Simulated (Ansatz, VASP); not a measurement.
**Cross-check of MgS (Niningerite) between VASP and Ansatz**

Aim: how closely do two programs agree when they are given the same cell, functional and k mesh? The cell is taken from a series of runs on this material, whose earlier steps may have relaxed, scaled, displaced or heated it; both programs get it as it stands.

Main program and level: Ansatz 0.2.0; plane waves, with VASP 6.6.1 beside it; relaxation of cell and atoms at PBE with D3(BJ) and zone-centre phonons at PBE with D3(BJ).

## (1) The structure

The structure is cubic, space group Fm-3m (No. 225). Conventional cell: a = 5.155 Å, b = 5.155 Å, c = 5.155 Å, α = 90.00°, β = 90.00°, γ = 90.00°. Nearest to Mg lie 6 S at 2.58 Å. Nearest to S lie 6 Mg at 2.58 Å. Farther neighbours and most contacts between anions are not listed.

## (2) Ansatz: relaxation of cell and atoms, PBE with D3(BJ)

Ansatz runs on its default PAW (the set named soft_2) files.

The relaxed volume is the usual yardstick between codes: in a stiff, nearly cubic crystal its relative difference is about their pressure difference at one cell divided by the bulk modulus.

The input, input.yaml:

```yaml
crystal:
  lattice:
    - [0.0, 2.5774207302, 2.5774207302]
    - [2.5774207302, 0.0, 2.5774207302]
    - [2.5774207302, 2.5774207302, 0.0]
  atoms:
    - { symbol: Mg, position: [0.0, 0.0, 0.0] }
    - { symbol: S, position: [0.5, 0.5, 0.5] }
kpoints:
  mp_grid: { grid: [8, 8, 8] }
hamiltonian:
  xc: pbe
  dispersion: d3bj
scf:
  occupations: { method: fixed }
output:
  forces: true
  stress: true
  eigenvalues: true
relax:
  adjacent_minimum: "off"
  f_tol: 0.001
  max_steps: 60
  cell: { stress_tol: 0.01 }
```

Launch:

```console
ansatz run input.yaml --threads 4 --pin off --max-ram 7168MiB --backend cpu --events-out ev --progress --plain --runs-dir out
```

Numbers of over 12 decimals in the logs are rounded to 6 here.

What it wrote:

```text
Engine: ansatz 0.2.0, x86_64-unknown-linux-gnu
Pseudopotentials: kind: paw
Pseudopotential: Mg, paw, valence charge 10, recommended cutoff 420 eV (normal), Mg.paw.azcp
Pseudopotential: S, paw, valence charge 6, recommended cutoff 420 eV (normal), S.paw.azcp
Functional definition: PBE
  parameter kappa = 0.804
  parameter beta = 0.066725
  exchange = pbe_x(kappa = kappa, mu = beta*pi^2/3)
  correlation = pbe_c(beta = beta)
Crystal: 2 atoms, lattice volume = 34.244 Å³
Basis set: ecut = 420 eV, 645 PW (Γ), exchange–correlation on 50×50×50 points (8 copies of the dense FFT grid, shifted against one another)
Bands: 12, of which v1, the nominal top of the filled ones, is band 8 counted from 1 (7 counted from 0)
Symmetry: 48 space group operations
Space group: Fm-3m (ITA 225), of the structure as read, at distance tolerance 3.2e-5 Å
k-points: 29 of 512
Non-local potential: Mg, projectors of the file, l = 0: 3, l = 1: 2, l = 2: 1
Non-local potential: S, projectors of the file, l = 0: 2, l = 1: 2, l = 2: 2
PAW form: soft (Blöchl's): semilocal exchange-correlation on the pseudo side does not see the compensation charge
PAW one-centre angular grid: Mg, 110 points (default); XC on 64 Gauss nodes
PAW one-centre angular grid: S, 110 points (default); XC on 64 Gauss nodes
Initial density: superposition of atomic densities (neutral atoms: chi_scale 0, normalization atom), corrected by the library's trained network
Initial wavefunctions: pseudopotential atomic-orbital guess
Functional: x = pbe(κ = 0.804, μ = 0.219515), c = pbe(β = 0.066725)
SCF iter   1: F=—  HF=-2829.464951 eV  |F-HF|=—  |Δ(HF+E_count)|=         —  Δρ=4.54e-4  dr2=3.53e-5  ethr=1.77e-3  ⟨swp⟩=5.3  Hψ=1876  notcnv=0  defer=44
preconditioner: auto → none  [insulator: Δε(μ)=2.841 eV  Ē_g=11.914 eV  n_scr=8 (ndim 8)  ℏωp=17.9 eV  f_vac=0.000  ε∞_Penn≈3.3]
SCF iter   2: F=—  HF=-2829.464480 eV  |F-HF|=—  |Δ(HF+E_count)|=   4.71e-4  Δρ=4.76e-4  dr2=1.17e-4  ethr=2.21e-7  ⟨swp⟩=3.0  Hψ=939  notcnv=0  defer=51
SCF iter   3: F=—  HF=-2829.464458 eV  |F-HF|=—  |Δ(HF+E_count)|=   2.19e-5  Δρ=1.94e-4  dr2=1.20e-5  ethr=2.21e-7  ⟨swp⟩=2.0  Hψ=460  notcnv=0  defer=54
SCF iter   4: F=—  HF=-2829.464481 eV  |F-HF|=—  |Δ(HF+E_count)|=   2.32e-5  Δρ=1.25e-4  dr2=7.76e-6  ethr=7.52e-8  ⟨swp⟩=2.0  Hψ=467  notcnv=0  defer=54
SCF iter   5: F=—  HF=-2829.464479 eV  |F-HF|=—  |Δ(HF+E_count)|=   1.97e-6  Δρ=7.01e-5  dr2=2.57e-6  ethr=4.85e-8  ⟨swp⟩=1.0  Hψ=348  notcnv=0  defer=54
SCF iter   6: F=—  HF=-2829.464479 eV  |F-HF|=—  |Δ(HF+E_count)|=   8.10e-7  Δρ=2.66e-5  dr2=3.77e-7  ethr=1.61e-8  ⟨swp⟩=2.1  Hψ=409  notcnv=0  defer=54
SCF iter   7: F=-2829.464479 eV  HF=-2829.464479 eV  |F-HF|=1.77e-8  |Δ(HF+E_count)|=   1.26e-7  Δρ=6.68e-6  dr2=2.42e-8  ethr=6.25e-10  ⟨swp⟩=6.5  Hψ=1796  notcnv=0
SCF 1 converged in 7 iterations: F = -2829.464479 eV  dr2 = 2.42e-8
  greatest PAW one-centre occupation: 1.000 electrons in one spin orbital (limit 2), on the Mg atom at site 0 (counted from 0), in its partial waves of l = 0
relax step   1: F+E_penalty+E_count = -2829.46447854 eV  Δ(F+E_penalty+E_count) = +0.000e0 eV  max|allowed force component| = 2.736e-30 eV/Å  Δτ_max = 0.0000 Å  P = +0.016 GPa  Ω = 34.244 Å³  (7 SCF iters, dr2 threshold 1.00e-7 eV, accepted)
[...]
relax step   2: F+E_penalty+E_count = -2829.46447871 eV  Δ(F+E_penalty+E_count) = -1.712e-7 eV  max|allowed force component| = 1.394e-29 eV/Å  Δτ_max = 0.0000 Å  P = +0.003 GPa  Ω = 34.249 Å³  energy of the carried Pulay correction = -1.549e-7 eV  (3 SCF iters, dr2 threshold 6.27e-10 eV, accepted)
[...]
relax step   3: F+E_penalty+E_count = -2829.46447871 eV  Δ(F+E_penalty+E_count) = -3.865e-11 eV  max|allowed force component| = 7.527e-30 eV/Å  Δτ_max = 0.0000 Å  P = +0.003 GPa  Ω = 34.249 Å³  stress off target by 3.15e-3 GPa  SCF on the basis re-selected at this cell (its energy is not comparable with the rows above)  (6 SCF iters)
basis re-selected at this cell: Δ(F+E_penalty+E_count) = -3.865e-11 eV, ΔP = -0.000 GPa vs the last step (what re-selecting the basis moved, of the pressure what is left beyond the Pulay correction that the steps carried, after the strain that the cell walked since its last selection, with what the two solves' SCF thresholds leave and, on support functions, any second-order correction that the steps lacked; it is no  [...]
SCF converged after 6 iterations
Free energy (F): -2829.464479 eV
Harris-Foulkes:  -2829.464479 eV  (|F-HF|=0.00e0)
Internal energy: -2829.464479 eV  (E = F + TS)
E sigma→0 (E₀):  -2829.464479 eV
Fermi energy:    6.716807 eV
--- Per-component energies (eV) ---
  E_band       = -326.745311
  E_kinetic    = 186.019887
  E_local      = -1651.962726  (includes V_loc(G=0)·N_el)
  E_nonlocal   = 123.451993
  E_hartree    = 588.317780
  E_xc         = -128.070764
  E_vxc        = -127.472555  (∫ρ·V_xc dr)
  E_paw        = -892.992251  (= ΣΔE_a)
  E_vpaw       = -33.417475  (= ΣTr[D̂ρ^β])
  E_aug_tail   = 0.000003  (compensation charges beyond the density's cutoff)
  E_ewald      = -1053.496841
  E_disp       = -0.731560  (pairwise vdW)
  E_smearing   = -0.000000  (= −TS)
  E_closure    = -0.000000  (closes the sum)
  Σ components = -2829.464479   (vs F -2829.464479, Δ=0.00e0)
--- Forces (eV/Å), atoms counted from 1 ---
  atom   1  Mg    -0.00000000     0.00000000     0.00000000
  atom   2  S      0.00000000     0.00000000    -0.00000000
  max |Σ_I F_I| component: 1.44e-29 eV/Å
--- Stress (GPa, compression-positive) ---
        0.003154      -0.000000      -0.000000
       -0.000000       0.003154      -0.000000
       -0.000000      -0.000000       0.003154
  P = ⅓ Tr σ = 0.0032 GPa (0.032 kbar)
--- Band table (eV; the first three rows and the last of 29) ---
  k-point 0: bands = [... 4 lower, -6.1108, 6.7168, 6.7168, 6.7168, 10.6626, 14.6140, 14.6140, 14.6140]
  k-point 1: bands = [... 4 lower, -5.9519, 5.6530, 6.6097, 6.6097, 11.4483, 14.3321, 14.8739, 14.8739]
  k-point 2: bands = [... 4 lower, -5.5207, 3.8442, 6.3769, 6.3769, 11.7811, 14.5382, 14.5382, 15.1695]
  k-point 28: bands = [... 4 lower, -4.2895, 3.3763, 3.3763, 4.2856, 12.0787, 14.6886, 14.6886, 14.8862]
--- Relaxed structure (2 steps of the walk, 2 accepted, 1 SCFs on fresh bases) ---
  F+E_penalty+E_count = -2829.46447871 eV   max|allowed force component| = 7.527e-30 eV/Å   (the final SCF, on the basis selected at the relaxed cell)
  cell:  # Å, volume = 34.2495 Å³
    - [0, 2.577555, 2.577555]
    - [2.577555, 0, 2.577555]
    - [2.577555, 2.577555, 0]
  atoms:
    - { symbol: Mg, position: [0, 0, 0] }
    - { symbol: S, position: [0.500000, 0.500000, 0.500000] }
```

Reading the cycles: dr2 is the Hartree energy of the density residual (eV), the measure of convergence; HF is the Harris–Foulkes estimate of the energy, which meets the free energy F at convergence.

## (3) VASP: relaxation of cell and atoms, PBE with D3(BJ)

The same cell, functional and mesh now go to VASP, with its own data sets.

Lines of VASP's logs that name or quote its potential files are left out, and so is its time.

The input, INCAR:

```
SYSTEM = MgS
PREC = Accurate
ENCUT = 600
EDIFF = 1E-07
NELM = 120
ISMEAR = 0
SIGMA = 0.01
LREAL = .FALSE.
ALGO = Normal
GGA = PE
IVDW = 12
NBANDS = 10
LORBIT = 11
LWAVE = .FALSE.
LCHARG = .FALSE.
ISIF = 3
IBRION = 2
NSW = 80
EDIFFG = -0.005
LASPH = .TRUE.
GGA_COMPAT = .FALSE.
NELMIN = 4
EFERMI = MIDGAP
```

The input, POSCAR:

```
MgS
1.0
    0.0000000000      2.5774210000      2.5774210000
    2.5774210000      0.0000000000      2.5774210000
    2.5774210000      2.5774210000      0.0000000000
Mg S
1 1
Direct
    0.0000000000      0.0000000000      0.0000000000
    0.5000000000      0.5000000000      0.5000000000
```

The input, KPOINTS:

```
Automatic mesh
0
Gamma
8 8 8
0 0 0
```

The projector-augmented-wave data sets are Mg and S (PBE family, release 64).

Launch:

```console
mpirun -np 1 vasp_std
```

What it wrote:

```text
[banner, memory and clock lines left out]
running    1 mpi-ranks, on    1 nodes
 distrk:  each k-point on    1 cores,    1 groups
 distr:  one band on    1 cores,    1 groups

 POSCAR found type information on POSCAR MgS
 POSCAR found :  2 types and       2 ions
 LDA part: xc-table for (Slater+PW92), standard interpolation
 POSCAR, INCAR and KPOINTS ok, starting setup
 FFT: planning ... GRIDC
 FFT: planning ... GRID_SOFT
 FFT: planning ... GRID
 WAVECAR not read
 entering main loop
       N       E                     dE             d eps       ncg     rms          rms(c)
DAV:   1     0.252596121173E+02    0.25260E+02   -0.40641E+03   612   0.744E+02
DAV:   2    -0.746076988245E+01   -0.32720E+02   -0.29595E+02   788   0.110E+02
DAV:   3    -0.887541043469E+01   -0.14146E+01   -0.14115E+01   686   0.252E+01
DAV:   4    -0.888482731654E+01   -0.94169E-02   -0.94160E-02   710   0.240E+00
DAV:   5    -0.888488866458E+01   -0.61348E-04   -0.61348E-04   726   0.184E-01    0.453E+00
DAV:   6    -0.852984391214E+01    0.35504E+00   -0.78566E-01   626   0.381E+00    0.356E+00
DAV:   7    -0.848984429702E+01    0.40000E-01   -0.22249E-01   648   0.221E+00    0.231E+00
DAV:   8    -0.849009606202E+01   -0.25177E-03   -0.13629E-02   646   0.780E-01    0.953E-01
DAV:   9    -0.848986698774E+01    0.22907E-03   -0.65527E-04   636   0.165E-01    0.325E-01
DAV:  10    -0.848988646723E+01   -0.19479E-04   -0.20154E-04   660   0.711E-02    0.377E-02
DAV:  11    -0.848988292189E+01    0.35453E-05   -0.22740E-05   658   0.223E-02    0.193E-02
DAV:  12    -0.848988279094E+01    0.13095E-06   -0.68727E-07   686   0.553E-03    0.306E-03
DAV:  13    -0.848988275677E+01    0.34170E-07   -0.10650E-08   338   0.761E-04
   1 F= -.92213961E+01 E0= -.92213961E+01  d E =-.922140E+01
 curvature:   0.00 expect dE= 0.000E+00 dE for cont linesearch  0.000E+00
 trial: gam= 0.00000 g(F)=  0.117E-63 g(S)=  0.238E-03 ort = 0.000E+00 (trialstep = 0.100E+01)
 search vector abs. value=  0.238E-03
 bond charge predicted
       N       E                     dE             d eps       ncg     rms          rms(c)
DAV:   1    -0.848734244109E+01    0.25403E-02   -0.91976E-03   598   0.525E-01    0.178E-01
DAV:   2    -0.848692260850E+01    0.41983E-03   -0.10321E-03   622   0.151E-01    0.618E-02
DAV:   3    -0.848687569073E+01    0.46918E-04   -0.27221E-04   638   0.801E-02    0.450E-02
DAV:   4    -0.848687579579E+01   -0.10506E-06   -0.21430E-06   628   0.107E-02    0.398E-02
DAV:   5    -0.848687796214E+01   -0.21664E-05   -0.11672E-06   610   0.755E-03    0.685E-03
DAV:   6    -0.848687769535E+01    0.26679E-06   -0.23701E-08   314   0.117E-03    0.343E-03
DAV:   7    -0.848687762068E+01    0.74676E-07   -0.29019E-09   312   0.387E-04
   2 F= -.92214864E+01 E0= -.92214864E+01  d E =-.902172E-04
 trial-energy change:   -0.000090  1 .order   -0.000087   -0.000238    0.000063
 step:   0.7992(harm=  0.7894)  dis= 0.00000  next Energy=    -9.221493 (dE=-0.966E-04)
 bond charge predicted
       N       E                     dE             d eps       ncg     rms          rms(c)
DAV:   1    -0.848752584436E+01   -0.64815E-03   -0.36941E-04   596   0.105E-01    0.356E-02
DAV:   2    -0.848750942616E+01    0.16418E-04   -0.41755E-05   620   0.303E-02    0.124E-02
DAV:   3    -0.848750723901E+01    0.21872E-05   -0.10981E-05   638   0.161E-02    0.892E-03
DAV:   4    -0.848750709839E+01    0.14063E-06   -0.82681E-08   418   0.215E-03    0.771E-03
DAV:   5    -0.848750636964E+01    0.72874E-06   -0.54773E-08   308   0.170E-03    0.972E-04
DAV:   6    -0.848750641048E+01   -0.40838E-07   -0.25141E-09   308   0.422E-04
   3 F= -.92214923E+01 E0= -.92214923E+01  d E =-.961587E-04
 curvature:  -0.39 expect dE=-0.642E-08 dE for cont linesearch -0.642E-08
 trial: gam= 0.00000 g(F)=  0.238E-62 g(S)=  0.163E-07 ort =-0.197E-05 (trialstep = 0.960E+00)
 search vector abs. value=  0.164E-07
 reached required accuracy - stopping structural energy minimisation
```

Parts of OUTCAR (step 3):

```text
ion  position               nearest neighbor table
   1  0.000  0.000  0.000-   2 2.58   2 2.58   2 2.58   2 2.58   2 2.58   2 2.58
   2  0.500  0.500  0.500-   1 2.58   1 2.58   1 2.58   1 2.58   1 2.58   1 2.58

  LATTYP: Found a face centered cubic cell.
 ALAT       =     5.1548420000

 Subroutine GETGRP returns: Found 48 space group operations
 (whereof 48 operations were pure point group operations)

The static configuration has the point symmetry O_h .

 Found     29 irreducible k-points:

   k-points           NKPTS =     29   k-points in BZ     NKDIM =     29   number of bands    NBANDS=     10

   dimension x,y,z NGX =    30 NGY =   30 NGZ =   30
   dimension x,y,z NGXF=    60 NGYF=   60 NGZF=   60

   ENCUT  =  600.0 eV  44.10 Ry    6.64 a.u.   7.28  7.28  7.28*2*pi/ulx,y,z

   NELECT =       8.0000    total number of electrons

 k-points in reciprocal lattice and weights: Automatic mesh
   0.00000000  0.00000000  0.00000000       0.002
   0.12500000  0.00000000  0.00000000       0.016
   0.25000000  0.00000000  0.00000000       0.016
   0.37500000  0.00000000  0.00000000       0.016
   0.50000000  0.00000000  0.00000000       0.008
   0.12500000  0.12500000  0.00000000       0.012
   0.25000000  0.12500000  0.00000000       0.047
   0.37500000  0.12500000  0.00000000       0.047
   0.50000000  0.12500000  0.00000000       0.047
[...]
-0.37500000  0.50000000  0.12500000       0.023
  -0.25000000  0.50000000  0.25000000       0.012

 Edisp (eV)   -0.73461

 average (electrostatic) potential at core
       1 -36.5423       2 -85.8729

 E-fermi :   5.4314

 k-point     1 :       0.0000    0.0000    0.0000
  band No.  band energies     occupation
      1      -8.8394      2.00000
      2       4.0098      2.00000
      3       4.0098      2.00000
      4       4.0098      2.00000
      5       7.9733      0.00000
      6      11.9426      0.00000
      7      11.9426      0.00000
      8      11.9426      0.00000
      9      14.3930      0.00000
    ...

 k-point     2 :       0.1250    0.0000    0.0000
  band No.  band energies     occupation
      1      -8.6807      2.00000
      2       2.9417      2.00000
      3       3.9019      2.00000
      4       3.9019      2.00000
      5       8.7591      0.00000
      6      11.6542      0.00000
      7      12.2056      0.00000
      8      12.2056      0.00000
      9      13.7808      0.00000
    ...

 k-point     3 :       0.2500    0.0000    0.0000
  band No.  band energies     occupation
      1      -8.2497      2.00000
      2       1.1248      2.00000
      3       3.6676      2.00000
      4       3.6676      2.00000
      5       9.0858      0.00000
      6      11.8632      0.00000
      7      11.8632      0.00000
      8      12.4953      0.00000
      9      14.3571      0.00000
    ...

 Edisp (eV)   -0.73399

  Total       0.00047     0.00047     0.00047     0.00000     0.00000     0.00000
  in kB       0.02227     0.02227     0.02227     0.00000     0.00000     0.00000
  external pressure =        0.02 kB  Pullay stress =        0.00 kB

  energy-cutoff  :      600.00
  volume of cell :       34.13
      direct lattice vectors                 reciprocal lattice vectors
    -0.000000000  2.574573102  2.574573102    -0.194206954  0.194206954  0.194206954
     2.574573102  0.000000000  2.574573102     0.194206954 -0.194206954  0.194206954
     2.574573102  2.574573102  0.000000000     0.194206954  0.194206954 -0.194206954

 POSITION                                       TOTAL-FORCE (eV/Angst)
 -----------------------------------------------------------------------------------
      0.00000      0.00000      0.00000         0.000000     -0.000000      0.000000
      2.57457      2.57457      2.57457        -0.000000      0.000000     -0.000000
 -----------------------------------------------------------------------------------
    total drift:                               -0.000000     -0.000000      0.000000

  FREE ENERGIE OF THE ION-ELECTRON SYSTEM (eV)
  ---------------------------------------------------
  free  energy   TOTEN  =        -9.2214923029 eV

  energy  without entropy=       -9.2214923029  energy(sigma->0) =       -9.22149230

 reached required accuracy - stopping structural energy minimisation

 total charge
# of ion       s       p       d       tot
------------------------------------------
    1        0.139   0.134   0.043   0.317
    2        1.313   2.519   0.000   3.833
--------------------------------------------------
tot          1.453   2.654   0.043   4.150

[... 3 further parts left out ...]
```

The run keeps the 48 symmetry operations of its start, so it cannot find a distortion of lower symmetry.

## (4) Comparison

Known differences besides the potentials themselves: fixed occupations in Ansatz, narrow Gaussian smearing in VASP; the data sets hold 16 valence electrons in Ansatz (on its default PAW (the set named soft_2) files) and 8 in VASP; the cutoff is 420 eV in Ansatz and 600 eV in VASP; Ansatz adds a Pulay correction to the stress that steers its cell, VASP none. Total energies have different zeros and are not compared.

Compared:

```csv
quantity,Ansatz,VASP,difference
volume (Å³),34.25,34.13,+0.35 %
"edge a after relaxation, in the typed setting (Å)",3.645,3.641,+0.12 %
```

(Continued in part 2 of 2.)

[Lines on the potential files, build, host, timing and source positions are cut from VASP's logs without a mark.]

[Logs are printed without paths, hosts, clocks, repeated set-up lines and the standing remarks that a program may print on its own settings, such as how far it seeks lower states.]

[Hosts, paths, dates, database ids (printed as entryN), source tags and the programs' standing remarks are cut or masked in the printed files.]
